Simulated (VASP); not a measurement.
Method: r2SCAN meta-GGA, VASP's PBE PAW potentials (set 64) (plane waves; VASP).

The input files of a VASP run:

File KPOINTS:
```
Automatic mesh
0
G
7 7 7
0 0 0
```

**INCAR**
```
LMAXMIX = 4   ! l cut-off of mixed one-centre charges
EDIFF = 1E-6   ! SCF stop (eV)
LMIXTAU = .TRUE.
NELM = 100   ! most electronic steps
ENCUT = 520   ! plane-wave cut-off (eV)
ALGO = Normal   ! blocked Davidson
SYSTEM = CdSe
METAGGA = R2SCAN
EDIFFG = -0.01   ! ionic stop
IBRION = 2
NSW = 60
LREAL = .FALSE.   ! projection in real space or not
LWAVE = .FALSE.
LCHARG = .FALSE.
ISMEAR = 0
ISIF = 3   ! ions, shape and volume
LASPH = .TRUE.
SIGMA = 0.05   ! width (eV)
PREC = Accurate
```

File POSCAR:
```
CdSe
1
    0.0000000000     3.0250000000     3.0250000000
    3.0250000000     0.0000000000     3.0250000000
    3.0250000000     3.0250000000     0.0000000000
Cd Se
1 1
Direct
  0.0000000000   0.0000000000   0.0000000000
  0.2500000000   0.2500000000   0.2500000000
```

POTCAR, in this order: Cd Se (PBE.64 set). Program: vasp_std.

What VASP printed:

OSZICAR:
```
       N       E                     dE             d eps       ncg     rms          rms(c)
DAV:   1     0.772540242464E+02    0.77254E+02   -0.90862E+03   528   0.127E+03
DAV:   2    -0.358830707058E+02   -0.11314E+03   -0.10897E+03   570   0.296E+02
DAV:   3    -0.407367039198E+02   -0.48536E+01   -0.48403E+01   645   0.641E+01
DAV:   4    -0.407608287821E+02   -0.24125E-01   -0.24123E-01   545   0.452E+00
DAV:   5    -0.407609789269E+02   -0.15014E-03   -0.15014E-03   615   0.325E-01    0.652E+00
DAV:   6    -0.357714933671E+02    0.49895E+01   -0.38227E+00   525   0.311E+01    0.831E+00
DAV:   7    -0.358285850852E+02   -0.57092E-01   -0.38885E-01   520   0.800E+00    0.460E+00
DAV:   8    -0.357536422744E+02    0.74943E-01   -0.36184E-01   525   0.541E+00    0.798E-01
DAV:   9    -0.358909954774E+02   -0.13735E+00   -0.10841E-01   530   0.317E+00    0.546E-01
DAV:  10    -0.358805316109E+02    0.10464E-01   -0.99757E-03   530   0.104E+00    0.314E-01
DAV:  11    -0.358935605452E+02   -0.13029E-01   -0.13237E-02   525   0.123E+00    0.916E-02
DAV:  12    -0.358942071498E+02   -0.64660E-03   -0.12455E-03   565   0.376E-01    0.968E-02
DAV:  13    -0.358943279695E+02   -0.12082E-03   -0.42725E-04   520   0.238E-01    0.167E-02
DAV:  14    -0.358947178492E+02   -0.38988E-03   -0.24816E-04   530   0.183E-01    0.570E-03
DAV:  15    -0.358947234681E+02   -0.56189E-05   -0.17860E-05   575   0.429E-02    0.342E-03
DAV:  16    -0.358947239023E+02   -0.43421E-06   -0.19405E-05   530   0.458E-02    0.341E-03
DAV:  17    -0.358947285650E+02   -0.46627E-05   -0.29687E-06   525   0.200E-02    0.743E-04
DAV:  18    -0.358947314794E+02   -0.29145E-05   -0.13652E-06   388   0.160E-02    0.296E-04
DAV:  19    -0.358947314266E+02    0.52780E-07   -0.50516E-08   265   0.236E-03
   1 F= -.35894731E+02 E0= -.35894731E+02  d E =-.358947E+02
       N       E                     dE             d eps       ncg     rms          rms(c)
DAV:   1    -0.365427998323E+02   -0.64807E+00   -0.14765E+01   555   0.535E+01    0.728E+00
DAV:   2    -0.359511680094E+02    0.59163E+00   -0.13944E+00   520   0.187E+01    0.248E+00
DAV:   3    -0.359185020829E+02    0.32666E-01   -0.13318E-01   525   0.496E+00    0.225E+00
DAV:   4    -0.358673779315E+02    0.51124E-01   -0.85234E-02   520   0.292E+00    0.598E-01
DAV:   5    -0.359103186613E+02   -0.42941E-01   -0.29524E-02   520   0.200E+00    0.230E-01
DAV:   6    -0.359007830499E+02    0.95356E-02   -0.11532E-02   520   0.124E+00    0.153E-01
DAV:   7    -0.359115811660E+02   -0.10798E-01   -0.45804E-03   520   0.833E-01    0.381E-02
DAV:   8    -0.359111413006E+02    0.43987E-03   -0.10457E-04   555   0.141E-01    0.243E-02
DAV:   9    -0.359115595042E+02   -0.41820E-03   -0.46361E-04   525   0.275E-01    0.107E-02
DAV:  10    -0.359116612346E+02   -0.10173E-03   -0.44285E-05   520   0.961E-02    0.602E-03
DAV:  11    -0.359116608380E+02    0.39666E-06   -0.78185E-07   408   0.847E-03
   2 F= -.35911661E+02 E0= -.35911661E+02  d E =-.169294E-01
       N       E                     dE             d eps       ncg     rms          rms(c)
DAV:   1    -0.359737829895E+02   -0.62122E-01   -0.13045E+00   555   0.152E+01    0.183E+00
DAV:   2    -0.359182558194E+02    0.55527E-01   -0.14707E-01   525   0.610E+00    0.596E-01
DAV:   3    -0.359149866452E+02    0.32692E-02   -0.11982E-02   525   0.143E+00    0.527E-01
DAV:   4    -0.359104417958E+02    0.45448E-02   -0.92613E-03   520   0.945E-01    0.115E-01
DAV:   5    -0.359150100941E+02   -0.45683E-02   -0.31230E-03   520   0.657E-01    0.591E-02
DAV:   6    -0.359134104200E+02    0.15997E-02   -0.15060E-03   520   0.439E-01    0.566E-02
DAV:   7    -0.359150282418E+02   -0.16178E-02   -0.60564E-04   520   0.306E-01    0.178E-02
DAV:   8    -0.359150044384E+02    0.23803E-04   -0.86359E-06   565   0.218E-02    0.124E-02
DAV:   9    -0.359150761068E+02   -0.71668E-04   -0.36534E-05   525   0.745E-02    0.184E-03
DAV:  10    -0.359150765285E+02   -0.42172E-06   -0.15841E-06   508   0.138E-02
   3 F= -.35915077E+02 E0= -.35915077E+02  d E =-.203451E-01
```

### OUTCAR
```
------------------------ aborting loop because EDIFF is reached ----------------------------------------
  FORCE on cell =-STRESS in cart. coord.  units (eV):
  Direction    XX          YY          ZZ          XY          YZ          ZX
  --------------------------------------------------------------------------------------
  Total        0.0036220      0.0036220      0.0036220     -0.0000000      0.0000000      0.0000000
  in kB        0.1001452      0.1001452      0.1001452     -0.0000000      0.0000000      0.0000000
  external PRESSURE =       0.1001452 kB  Pullay stress =       0.0000000 kB
  volume of cell :       57.95
      direct lattice vectors                 reciprocal lattice vectors
     0.000000000  3.071373553  3.071373553    -0.162793614  0.162793614  0.162793614
     3.071373553  0.000000000  3.071373553     0.162793614 -0.162793614  0.162793614
     3.071373553  3.071373553  0.000000000     0.162793614  0.162793614 -0.162793614
  FREE ENERGIE OF THE ION-ELECTRON SYSTEM (eV)
  ---------------------------------------------------
  free  energy   TOTEN  =       -35.9150765285 eV

  energy  without entropy=      -35.9150765285  energy(sigma->0) =      -35.91507653

 reached required accuracy - stopping structural energy minimisation
```
(Selected blocks of OUTCAR.)

File CONTCAR:
```
CdSe
   1.00000000000000
     0.0000000000000000    3.0713735527068495    3.0713735527068495
     3.0713735527068495    0.0000000000000000    3.0713735527068495
     3.0713735527068495    3.0713735527068495    0.0000000000000000
  Cd              Se
     1     1
Direct
     0.0000000000000000    0.0000000000000000    0.0000000000000000
     0.2500000000000000    0.2500000000000000    0.2500000000000000
```

Energy and stress use the plane-wave basis of the starting cell.

The compound is CdSe in the zinc blende structure, whereas wurtzite is the usual form. This run relaxes it. Symmetry was kept, so distortions that lower it aren't found.
